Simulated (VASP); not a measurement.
Here is the system:

```xyz
4
Lattice="-2.2011 2.2011 4.4012 2.2011 -2.2011 4.4012 2.2011 2.2011 -4.4012" Properties=species:S:1:pos:R:3 pbc="T T T"
Mg     0.0000     0.0000     4.4012
Mg     2.2011     0.0000     2.2006
Mg     0.0000     2.2011     2.2006
Cd     0.0000     0.0000     0.0000
```

Computed with PBEsol GGA, VASP's PBE PAW potentials (set 64) (plane waves; VASP). Settings: 400 eV cut-off, Gaussian smearing of 0.050 eV, potentials Mg Cd.

Q: Give the energies of bands 6 to 12 at the high-symmetry points, in eV from the Fermi level.

A: 
```tsv
band	Γ	X	P	N	M	S	R
6	-7.73	-3.99	-3.88	-5.43	-5.95	-5.08	-4.22
7	-0.40	-3.57	-3.05	-4.96	-5.43	-4.30	-3.26
8	0.89	-2.00	-3.05	-1.32	-0.41	-4.25	-3.25
9	1.29	-1.97	-2.75	-1.02	-0.41	0.67	-3.08
10	1.29	-1.52	0.28	1.72	0.60	1.98	0.59
11	1.82	-0.75	0.84	2.50	1.70	2.79	0.98
12	1.97	3.06	1.15	3.17	7.06	4.09	3.39
```

It has no gap at this level: it comes out as a metal or semimetal.

The structure comes from a computed database's Mg3Cd entry (I4/mmm); how it stands against other phases isn't given here. It was relaxed first.
